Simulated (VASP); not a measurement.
An input for Quantum ESPRESSO's pw.x (written as the equivalent of a VASP run, and not itself run):

```
&CONTROL
  calculation = 'relax'
  pseudo_dir = './pseudo'
  outdir = './out'
  tprnfor = .true.
  tstress = .true.
  nstep = 30
  forc_conv_thr = 3.9e-05
/
&SYSTEM
  ibrav = 0
  nat = 2
  ntyp = 2
  ecutwfc = 74
  occupations = 'smearing'
  smearing = 'gaussian'
  degauss = 0.003675
  input_dft = 'pz'
/
&ELECTRONS
  conv_thr = 7.3e-10
  electron_maxstep = 100
/
&IONS
/
ATOMIC_SPECIES
  Li 6.940 Li.upf
  Cl 35.450 Cl.upf
CELL_PARAMETERS angstrom
     0.0000000    2.4812333    2.4812333
     2.4812333    0.0000000    2.4812333
     2.4812333    2.4812333    0.0000000
ATOMIC_POSITIONS crystal
  Li   0.0000000  0.0000000  0.0000000
  Cl   0.5000000  0.5000000  0.5000000
K_POINTS automatic
  8 8 8 0 0 0
```

Problem. Write the VASP files for the same calculation (LDA).

Solution. One answer among several that fit: 
**POSCAR**
```
LiCl
1
    0.0000000000     2.4812333040     2.4812333040
    2.4812333040     0.0000000000     2.4812333040
    2.4812333040     2.4812333040     0.0000000000
Li Cl
1 1
Direct
  0.0000000000   0.0000000000   0.0000000000
  0.5000000000   0.5000000000   0.5000000000
```

INCAR:
```
SYSTEM  =  LiCl
PREC  =  Accurate; ENCUT  =  520; LREAL  =  F
LASPH  =  T
EDIFF  =  1E-8; NELM  =  100; ALGO  =  Normal
ISMEAR  =  0; SIGMA  =  0.05
IBRION  =  1; NSW  =  30; ISIF  =  2
EDIFFG  =  -0.001
LWAVE  =  F; LCHARG  =  F
```

### KPOINTS
```
K-points
0
gamma
8 8 8
0 0 0
```

POTCAR, in this order: Li_sv Cl (LDA.64 set). Program: vasp_std.

The two are equivalent in intent, not identical: the potentials are each code's own (VASP's PAW set, PseudoDojo norm-conserving files in pw.x), so ENCUT and ecutwfc are chosen apart and not converted; conv_thr bounds pw.x's estimated SCF error, while EDIFF bounds the energy change between steps; forc_conv_thr acts on force components and is met together with etot_conv_thr.

The structure comes from a computed database's LiCl entry (Fm-3m); how it stands against other phases isn't given here. It was relaxed first, which changed the volume by -7 %. The start is the result of an earlier pass.
